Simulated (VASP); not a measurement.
The system is Co.

```
Co
1.0
     2.47200    0.00000    0.00000
    -1.23600    2.14081    0.00000
     0.00000    0.00000    4.02114
Co
2
Direct
  0.33333 0.66667 0.25000
  0.66667 0.33333 0.75000
```

```yaml
Program: VASP 6.6.1
Task: relaxation of cell and atoms
Functional: PBE
Potentials_or_basis: VASP PAW PBE potentials, release 64 (Co)
Cutoff: 600 eV
k_mesh: 20 × 20 × 11
Occupations: methfessel-paxton, width 0.1 eV
Spin: collinear spin, ferromagnetic start
Starting_moments: "[2.0, 2.0] μB"
```

At the start: pressure 3.7 GPa; volume 10.64 Å³/atom.

**Question.** Where does the relaxation end?

**Answer.** Over 6 steps the energy falls by 2.3 meV/atom and the volume is 10.81 Å³/atom (+1.6 %); space group P6_3/mmc (No. 194, to 0.05 Å); moment 3.20 μB per cell.

Step by step:
| step | energy change (eV) | largest force (eV/Å) | pressure (GPa) | volume (Å³) |
| --- | --- | --- | --- | --- |
| 1 | 0.0000 | 0.0000 | 3.66 | 21.28 |
| 2 | 0.0006 | 0.0000 | -3.95 | 22.04 |
| 3 | -0.0044 | 0.0000 | -0.18 | 21.64 |
| 4 | -0.0044 | 0.0000 | -0.09 | 21.63 |
| 5 | -0.0045 | 0.0000 | 0.07 | 21.62 |
| 6 | -0.0045 | 0.0000 | 0.05 | 21.62 |

Final structure:
```
CELL_PARAMETERS angstrom
2.49065 0.00000 0.00000
-1.24533 2.15697 0.00000
0.00000 0.00000 4.02398
ATOMIC_POSITIONS crystal
Co 0.33333 0.66667 0.25000
Co 0.66667 0.33333 0.75000
```
